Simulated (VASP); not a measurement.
The system is Be4TeSe3.

```
Be Te Se
1.0
     0.00000    4.42550    4.42550
     4.42550    0.00000    4.42550
     4.42550    4.42550    0.00000
Be Te Se
4 1 3
Direct
  0.37684 0.86949 0.37684
  0.37684 0.37684 0.37684
  0.86949 0.37684 0.37684
  0.37684 0.37684 0.86949
  0.00000 0.00000 0.00000
  0.50000 0.50000 0.50000
  0.25000 0.25000 0.25000
  0.75000 0.75000 0.75000
```

The cell was built by a generator and needn't be a form met in nature.

| Property | Result |
| --- | --- |
| Program | VASP 6.6.1 |
| Task | relaxation of cell and atoms |
| Functional | PBE |
| Potentials or basis | VASP PAW PBE potentials, release 64 (Be, Te, Se) |
| Cutoff | 520 eV |
| k mesh | 3 × 3 × 3 |
| Occupations | gaussian, width 0.15 eV |
| Spin | no spin polarisation |

At the start: pressure 9.7 GPa; volume 21.67 Å³/atom.

Q: Where does the relaxation end?

A: Over 6 steps the energy falls by 108.6 meV/atom and the volume is 25.58 Å³/atom (+18.1 %); space group F-43m (No. 216, to 0.05 Å).

Step by step:
```tsv
step	energy change (eV)	largest force (eV/Å)	pressure (GPa)	volume (Å³)
1	0.0000	1.1995	9.71	173.35
2	-0.7999	0.8918	-0.82	208.44
3	-0.8387	0.6148	0.69	201.08
4	-0.8386	0.6397	0.57	201.66
5	-0.8644	0.1855	-0.29	205.83
6	-0.8686	0.0328	-0.16	204.68
```

Final structure:
```
CELL_PARAMETERS angstrom
0.00000 4.67749 4.67749
4.67749 0.00000 4.67749
4.67749 4.67749 0.00000
ATOMIC_POSITIONS crystal
Be 0.37494 0.87517 0.37494
Be 0.37494 0.37494 0.37494
Be 0.87517 0.37494 0.37494
Be 0.37494 0.37494 0.87517
Te 0.00000 0.00000 0.00000
Se 0.50000 0.50000 0.50000
Se 0.25000 0.25000 0.25000
Se 0.75000 0.75000 0.75000
```

Caveat: the k mesh is coarse (spacing up to 0.41 Å⁻¹), so the values aren't converged; the volume moved by over 15 % at a fixed basis, so the end points are rough.
